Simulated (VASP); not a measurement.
Consider the following.

```yaml
crystal:
  lattice:
    - [0.00000, 2.20604, 2.20604]
    - [2.20604, 0.00000, 2.20604]
    - [2.20604, 2.20604, 0.00000]
  atoms:
    - { symbol: Ga, position: [0.00000, 0.00000, 0.00000] }
    - { symbol: N, position: [0.25000, 0.25000, 0.25000] }
```

These are vdW-DF-cx, VASP's PBE PAW potentials (set 64) (plane waves; VASP 6.6.1) values and carry that method's errors. Run with 520 eV cut-off, 10×10×10 Γ-centred mesh, Gaussian smearing of 0.050 eV, potentials Ga_d N.

Question: The job: GaN (zinc blende), 2 atoms, vdW-DF-cx, static run, 520 eV, 10×10×10 Γ-centred mesh. Roughly how much core time does it take on a busy server core?

Answer: About 20 core-seconds (one run on a shared machine, a rough figure). It had 47 irreducible k-points, 13 bands, up to 589 plane waves and 14 electronic steps.

The compound is GaN in the zinc blende structure, a metastable form; wurtzite is the usual one. This cell is one point of a volume scan, at 0.94 of the reference volume.
